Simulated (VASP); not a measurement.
Consider the following.

```
CELL_PARAMETERS angstrom
      0.00000     2.09194     2.09194
      2.09194     0.00000     2.09194
      2.09194     2.09194     0.00000
ATOMIC_POSITIONS crystal
  O  0.50000 0.50000 0.50000
  Ni 0.00000 0.00000 0.00000
```
Starting moments (μB, in the order of the record's atoms O Ni): 0.3 1.4.

The numbers are results of PBE GGA with D3 dispersion (Becke-Johnson damping), VASP's PBE PAW potentials (set 64) (plane waves; VASP), not measurements. Settings: 520 eV cut-off, 17×17×17 Γ-centred mesh, tetrahedra with Blöchl corrections, potentials O Ni.

The moments were started parallel, and other spin orders were not tried in this run.

Problem. What does the run give for the cell moment, energy per atom (σ→0), band gap (on the k-mesh) with the smallest direct gap where there is one?

Solution. 
```
Property                                                     Value
------------------------  ----------------------------------------
band gap (on the k-mesh)  none (metal, semimetal or under 0.01 eV)
cell moment                                                1.76 μB
energy per atom (σ→0)                               -6.002 eV/atom
```

Problem. Give the moment on each site (PAW-sphere projection).

Solution. 
```tsv
site	moment (μB)
O1	0.27
Ni2	1.45
```

Total energies compare only between runs with the same potentials, cut-off and functional.

The structure comes from a measured NiO entry (Fm-3m) of the Crystallography Open Database, whose conditions weren't checked. It was relaxed first.
